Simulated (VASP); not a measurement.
# TaCo3 (Pm-3m) in VASP: single point with LDA

Aim: the single point of TaCo3 with LDA.

Everything below comes from runs of VASP 6.6.1. Logs are shortened: lines on timing, memory, paths and dates and some standing lists are left out, and cuts for length are marked.

### Step 1. The structure

Symmetry: Pm-3m, No. 221, cubic system. Conventional cell: a = 3.670 Å, b = 3.670 Å, c = 3.670 Å, α = 90.00°, β = 90.00°, γ = 90.00°. Ta (site symmetry m-3m) has 12 Co at 2.60 Å as nearest neighbours. Around Co (site symmetry 4/mmm) lie 4 Ta at 2.60 Å and 8 Co at 2.60 Å.

### Step 2. Single point, LDA, collinear spin, typed start

File INCAR:

```
  PREC = Accurate
  ENCUT = 520
  EDIFF = 1E-6
  ISMEAR = -1
  SIGMA = 0.08
  LREAL = F
  LASPH = T
  NELM = 150
  ALGO = Normal
  ISIF = 2
  LWAVE = F
  LCHARG = F
  ISPIN = 2
  MAGMOM = 0 2 2 2
  LORBIT = 11
  LMAXMIX = 4
  NBANDS = 31
```

File KPOINTS:

```
regular mesh
0
Gamma
  8 8 8
```

File POSCAR:

```
TaCo3
1.0
    3.6700000000      0.0000000000      0.0000000000
    0.0000000000      3.6700000000      0.0000000000
    0.0000000000      0.0000000000      3.6700000000
Ta Co
1 3
Direct
    0.0000000000      0.0000000000      0.0000000000
    0.0000000000      0.5000000000      0.5000000000
    0.5000000000      0.0000000000      0.5000000000
    0.5000000000      0.5000000000      0.0000000000
```

Potentials or basis: VASP PAW LDA potentials, release 64 (Ta_pv, Co).

Command:

```
$ cat potpaw_LDA.64/Ta_pv/POTCAR potpaw_LDA.64/Co/POTCAR > POTCAR
$ mpirun -np 1 vasp_std > vasp.out
```

OUTCAR:

```text
PREC = Accurate
   ENCUT = 520
   EDIFF = 1E-6
   ISMEAR = -1
   LREAL = F
   LASPH = T
   NELM = 150
   ISIF = 2
   ISPIN = 2
   LORBIT = 11

 ion  position               nearest neighbor table
   1  0.000  0.000  0.000-   2 2.60   3 2.60   4 2.60   2 2.60   3 2.60   2 2.60   4 2.60   2 2.60
                             3 2.60   4 2.60   3 2.60   4 2.60
   2  0.000  0.500  0.500-   1 2.60   3 2.60   4 2.60   1 2.60   4 2.60   1 2.60   3 2.60   1 2.60
                             3 2.60   4 2.60   4 2.60   3 2.60
   3  0.500  0.000  0.500-   1 2.60   2 2.60   4 2.60   1 2.60   4 2.60   2 2.60   4 2.60   4 2.60
                             1 2.60   2 2.60   1 2.60   2 2.60
   4  0.500  0.500  0.000-   1 2.60   2 2.60   3 2.60   2 2.60   3 2.60   1 2.60   3 2.60   3 2.60
                             1 2.60   2 2.60   2 2.60   1 2.60

  LATTYP: Found a simple cubic cell.
 ALAT       =     3.6700000000

  Lattice vectors:

 A1 = (   3.6700000000,   0.0000000000,   0.0000000000)
 A2 = (   0.0000000000,   3.6700000000,   0.0000000000)
 A3 = (   0.0000000000,   0.0000000000,   3.6700000000)

Analysis of symmetry for initial positions (statically):
=====================================================================
 Subroutine PRICEL returns:
 Original cell was already a primitive cell.

 Routine SETGRP: Setting up the symmetry group for a
 simple cubic supercell.

 Subroutine GETGRP returns: Found 48 space group operations
 (whereof 48 operations were pure point group operations)
 out of a pool of 48 trial point group operations.

The static configuration has the point symmetry O_h .

Analysis of symmetry for dynamics (positions and initial velocities):
=====================================================================
 Subroutine PRICEL returns:
 Original cell was already a primitive cell.

 Routine SETGRP: Setting up the symmetry group for a
 simple cubic supercell.

 Subroutine GETGRP returns: Found 48 space group operations
 (whereof 48 operations were pure point group operations)
 out of a pool of 48 trial point group operations.

The dynamic configuration has the point symmetry O_h .

Analysis of structural, dynamic, and magnetic symmetry:
=====================================================================
 Subroutine PRICEL returns:
 Original cell was already a primitive cell.

 Routine SETGRP: Setting up the symmetry group for a
 simple cubic supercell.

 Subroutine GETGRP returns: Found 48 space group operations
 (whereof 48 operations were pure point group operations)
 out of a pool of 48 trial point group operations.
[... 133 lines left out ...]
   IVDW    =     0    specifies the selected vdW correction
   LEPSILON=     F    determine dielectric tensor
   LRPA    =     F    only Hartree local field effects (RPA)
 spin polarized calculation
  energy-cutoff  :      520.00
  volume of cell :       49.43
 maximum number of plane-waves:      1357
 NGX is ok and might be reduce to    28
   NGX = 13   NGY = 13   NGZ = 13

 number of electron      37.9999980 magnetization       0.0015500

 Free energy of the ion-electron system (eV)
  ---------------------------------------------------
  ext. energy  EPLUGINS =         0.00000000
  ---------------------------------------------------
  free energy    TOTEN  =       -38.28088703 eV

  energy without entropy =      -38.18122186  energy(sigma->0) =      -38.23105444

 E-fermi :   8.5136     XC(G=0): -13.5327

 val. band max:        8.4970672396   @ k =   0.5000   0.5000   0.2500
 cond. band min:       8.5444708689   @ k =   0.2500   0.2500   0.0000
 fundamental gap:      0.0474036294
 Fermi energy:         8.5135800284

 spin component 1

 k-point     1 :       0.0000    0.0000    0.0000
  band No.  band energies     occupation
      1     -25.6138      1.00000
      2     -25.6138      1.00000
      3     -25.6138      1.00000
      4      -0.0109      1.00000
      5       3.6292      1.00000
      6       3.6292      1.00000
[... 805 lines left out ...]
     30      20.1335      0.00000
     31      21.2820      0.00000

 [... further k-points ...]

 spin component 2

 k-point     1 :       0.0000    0.0000    0.0000
  band No.  band energies     occupation
      1     -25.6139      1.00000
      2     -25.6139      1.00000
      3     -25.6139      1.00000
      4      -0.0109      1.00000
      5       3.6293      1.00000
      6       3.6293      1.00000
[... 805 lines left out ...]
     30      20.1336      0.00000
     31      21.2820      0.00000

 [... further k-points ...]

------------------------ aborting loop because EDIFF is reached ----------------------------------------

  FORCE on cell =-STRESS in cart. coord.  units (eV):
  Direction    XX          YY          ZZ          XY          YZ          ZX
  --------------------------------------------------------------------------------------
  -------------------------------------------------------------------------------------
  Total       -6.7846703     -6.7846703     -6.7846703      0.0000000     -0.0000000      0.0000000
  in kB     -219.9080545   -219.9080545   -219.9080545      0.0000000     -0.0000000      0.0000000
  external PRESSURE =    -219.9080545 kB  Pullay stress =       0.0000000 kB

 VOLUME and BASIS-vectors are now :
 -----------------------------------------------------------------------------
  energy-cutoff  :      520.00
  volume of cell :       49.43
      direct lattice vectors                 reciprocal lattice vectors
     3.670000000  0.000000000  0.000000000     0.272479564  0.000000000  0.000000000
     0.000000000  3.670000000  0.000000000     0.000000000  0.272479564  0.000000000
     0.000000000  0.000000000  3.670000000     0.000000000  0.000000000  0.272479564

 POSITION                                       TOTAL-FORCE (eV/Angst)
 -----------------------------------------------------------------------------------
      0.00000      0.00000      0.00000         0.000000      0.000000      0.000000
      0.00000      1.83500      1.83500         0.000000      0.000000      0.000000
      1.83500      0.00000      1.83500         0.000000      0.000000      0.000000
      1.83500      1.83500      0.00000         0.000000      0.000000      0.000000
 -----------------------------------------------------------------------------------
    total drift:                                0.000000      0.000000      0.000000

  FREE ENERGIE OF THE ION-ELECTRON SYSTEM (eV)
  ---------------------------------------------------
  free  energy   TOTEN  =       -38.2808870272 eV

  energy  without entropy=      -38.1812218599  energy(sigma->0) =      -38.23105444

 total charge

# of ion       s       p       d       tot
------------------------------------------
    1        0.402   6.199   2.306   8.907
    2        0.491   0.508   7.356   8.354
    3        0.491   0.508   7.356   8.354
    4        0.491   0.508   7.356   8.354
--------------------------------------------------
tot          1.874   7.723  24.373  33.970

 magnetization (x)

# of ion       s       p       d       tot
------------------------------------------
    1       -0.000  -0.000  -0.000  -0.000
    2       -0.000  -0.000   0.001   0.001
    3       -0.000  -0.000   0.001   0.001
    4       -0.000  -0.000   0.001   0.001
--------------------------------------------------
tot         -0.000  -0.000   0.002   0.002
```

OSZICAR:

```text
N       E                     dE             d eps       ncg     rms          rms(c)
DAV:   1     0.282362850170E+03    0.28236E+03   -0.17278E+04  4364   0.156E+03
DAV:   2    -0.239636269858E+02   -0.30633E+03   -0.29024E+03  4382   0.352E+02
DAV:   3    -0.418710536288E+02   -0.17907E+02   -0.16922E+02  5124   0.102E+02
DAV:   4    -0.422630145034E+02   -0.39196E+00   -0.39065E+00  4757   0.148E+01
DAV:   5    -0.422783452105E+02   -0.15331E-01   -0.15329E-01  6386   0.245E+00    0.268E+01
DAV:   6    -0.475652808839E+02   -0.52869E+01   -0.40558E+01  4840   0.964E+01    0.262E+01
DAV:   7    -0.386273465966E+02    0.89379E+01   -0.37085E+01  5205   0.609E+01    0.812E+00
DAV:   8    -0.383147875757E+02    0.31256E+00   -0.12535E+00  5432   0.103E+01    0.241E+00
DAV:   9    -0.382856651505E+02    0.29122E-01   -0.54336E-02  6178   0.214E+00    0.110E+00
DAV:  10    -0.382801745945E+02    0.54906E-02   -0.71430E-03  5977   0.765E-01    0.679E-01
DAV:  11    -0.382798811132E+02    0.29348E-03   -0.20666E-03  6191   0.485E-01    0.244E-01
DAV:  12    -0.382804495376E+02   -0.56842E-03   -0.52175E-04  6253   0.249E-01    0.195E-01
DAV:  13    -0.382805374205E+02   -0.87883E-04   -0.84145E-05  6155   0.886E-02    0.150E-01
DAV:  14    -0.382807706862E+02   -0.23327E-03   -0.33211E-04  5468   0.228E-01    0.931E-02
DAV:  15    -0.382808587515E+02   -0.88065E-04   -0.20158E-04  6045   0.157E-01    0.453E-02
DAV:  16    -0.382808844894E+02   -0.25738E-04   -0.94222E-05  5810   0.112E-01    0.122E-02
DAV:  17    -0.382808862945E+02   -0.18051E-05   -0.86750E-06  5424   0.213E-02    0.812E-03
DAV:  18    -0.382808870272E+02   -0.73264E-06   -0.22656E-06  3175   0.191E-02
   1 F= -.38280887E+02 E0= -.38231054E+02  d E =-.996652E-01  mag=     0.0021
```

stdout:

```text
POSCAR found type information on POSCAR TaCo
 POSCAR found :  2 types and       4 ions
 scaLAPACK will be used
 LDA part: xc-table for (Slater(with rela. corr.)+CA(PZ))
 , standard interpolation
 POSCAR, INCAR and KPOINTS ok, starting setup
 FFT: planning ... GRIDC
 FFT: planning ... GRID_SOFT
 FFT: planning ... GRID
 WAVECAR not read
 entering main loop
```

It took 56 s on 1 thread of Intel Xeon 6975P-C (Granite Rapids), shared host; peak memory 0.19 GiB.

Results:

```yaml
Free_energy: -38.2809 eV
Pressure: -22.0 GPa
Band_gap_on_the_k_mesh: none (metal or under the smearing width)
Net_moment: 0.00 μB per cell
Valence_electrons_inside_the_program's_atomic_spheres: Ta 8.91; Co 8.35
```

Caveat: the starting moments collapsed, and a magnetic state may lie lower; so large a pressure means that the cell lies far from this level's equilibrium, or that cutoff or potentials fall short.
